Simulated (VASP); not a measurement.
Set up this calculation in VASP 6.6.1, as the native input.

```
Task                   : single point
Functional             : LDA
Potentials or basis    : VASP PAW LDA potentials, release 64 (W, Al, C)
Cutoff                 : 500 eV
k mesh                 : 9 × 9 × 3
Occupations            : gaussian, width 0.1 eV
Spin                   : no spin polarisation
Further INCAR settings : ALGO = Normal; EDIFF = 1e-06; NBANDS = 28
```

The structure of AlW3C4 lies in POSCAR:

```
AlW3C4
1.0
    2.8323640000      0.0000000000      0.0000000000
    0.0000000000      2.9474060000      0.0000000000
    0.0000000000      0.0000000000     10.1379520000
W Al C
3 1 4
Direct
    0.0000000000      0.5000000000      0.5016550000
    0.0000000000      0.0000000000      0.2513470000
    0.0000000000      0.5000000000      0.0018810000
    0.0000000000      0.0000000000      0.7388960000
    0.5000000000      0.0000000000      0.9255220000
    0.5000000000      0.5000000000      0.6616870000
    0.5000000000      0.0000000000      0.4176690000
    0.5000000000      0.5000000000      0.1680440000
```

The cell comes from a database or a generator and needn't be the stable form of this composition.

The input as run:

INCAR

```
ALGO     = Normal         # electronic algorithm
EDIFF    = 1E-6           # SCF threshold, eV
ENCUT    = 500            # plane-wave cutoff, eV
GGA      = CA             # functional
ISIF     = 2              # what is computed and relaxed
ISMEAR   = 0              # smearing method
LASPH    = T              # aspherical terms in the spheres
LCHARG   = F              # write CHGCAR
LREAL    = F              # projectors in reciprocal space
LWAVE    = F              # write WAVECAR
NBANDS   = 28             # bands
NELM     = 80             # most SCF steps
PREC     = Accurate       # precision mode
SIGMA    = 0.1            # smearing width, eV
```

KPOINTS

```
k-points
0
Gamma
  9 9 3
```

Potentials or basis: VASP PAW LDA potentials, release 64 (W, Al, C).

Launch:

```console
$ cat potpaw_LDA.64/W/POTCAR potpaw_LDA.64/Al/POTCAR potpaw_LDA.64/C/POTCAR > POTCAR
$ mpirun -np 1 vasp_std > vasp.out
```

Results of the run:

```yaml
Pressure: -14.3 GPa
Largest_force: 0.355 eV/Å
Band_gap_on_the_k_mesh: none (metal or under the smearing width)
```

Wall time 2.4 min on 1 thread of Intel(R) Xeon(R) Platinum 8259CL CPU @ 2.50GHz (Skylake/Cascade Lake), with other jobs on the host, peak memory 0.24 GiB.
